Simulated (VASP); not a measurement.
Here is the system:

```yaml
crystal:
  lattice:
    - [0.00000, 2.84500, 2.84500]
    - [2.84500, 0.00000, 2.84500]
    - [2.84500, 2.84500, 0.00000]
  atoms:
    - { symbol: Ca, position: [0.00000, 0.00000, 0.00000] }
    - { symbol: S, position: [0.50000, 0.50000, 0.50000] }
```

All values below come from LDA (Ceperley-Alder, Perdew-Zunger), VASP's LDA PAW potentials (set 64) (plane waves; VASP). Run with 300 eV cut-off, 8×8×8 Γ-centred mesh, Fermi-Dirac smearing of 0.050 eV, potentials Ca_sv S.

At this cut-off the stress carries a Pulay error, which pulls relaxed volumes low.

Predict the energy per atom (σ→0), pressure, band gap (on the k-mesh) with the smallest direct gap where there is one.

| Property | Value |
|---|---|
| band gap (on the k-mesh) | 2.14 eV |
| smallest direct gap (on the k-mesh) | 2.96 eV |
| energy per atom (σ→0) | -5.703 eV/atom |
| pressure | -3.97 GPa |

Total energies compare only between runs with the same potentials, cut-off and functional.

The structure is a typed CaS crystal (Fm-3m). The cell was not relaxed at this level.
